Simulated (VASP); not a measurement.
Co:

```
Co
1.0
     2.46000    0.00000    0.00000
    -1.23000    2.13042    0.00000
     0.00000    0.00000    3.97000
Co
2
Direct
  0.33333 0.66667 0.25000
  0.66667 0.33333 0.75000
```

The cell was built by a generator and needn't be a form met in nature.

```yaml
Program: VASP 6.6.1
Task: relaxation of cell and atoms
Functional: r2SCAN
Potentials_or_basis: VASP PAW PBE potentials, release 64 (Co)
Cutoff: 600 eV
k_mesh: 20 × 20 × 10
Occupations: methfessel-paxton, width 0.1 eV
Spin: collinear spin, ferromagnetic start
Starting_moments: "[1.8, 1.8] μB"
```

At the start: pressure 5.0 GPa; volume 10.40 Å³/atom.

Problem. How do energy, volume and symmetry change on relaxing?

Solution. Over 6 steps the energy falls by 3.5 meV/atom and the volume is 10.62 Å³/atom (+2.1 %); space group P6_3/mmc (No. 194, to 0.05 Å); moment 3.49 μB per cell.

The path:
```csv
step,energy change (eV),largest force (eV/Å),pressure (GPa),volume (Å³)
1,0.0000,0.0000,5.03,20.81
2,0.0033,0.0000,-5.79,21.81
3,-0.0069,0.0000,-0.09,21.25
4,-0.0069,0.0000,0.00,21.24
5,-0.0071,0.0000,0.04,21.24
6,-0.0071,0.0000,0.06,21.24
```

Final structure:
```yaml
crystal:
  lattice:
    - [2.47254, 0.00000, 0.00000]
    - [-1.23627, 2.14128, 0.00000]
    - [0.00000, 0.00000, 4.01129]
  atoms:
    - { symbol: Co, position: [0.33333, 0.66667, 0.25000] }
    - { symbol: Co, position: [0.66667, 0.33333, 0.75000] }
```

Caveat: the PAW data sets were made with another functional, which shifts forces and pressure a little.
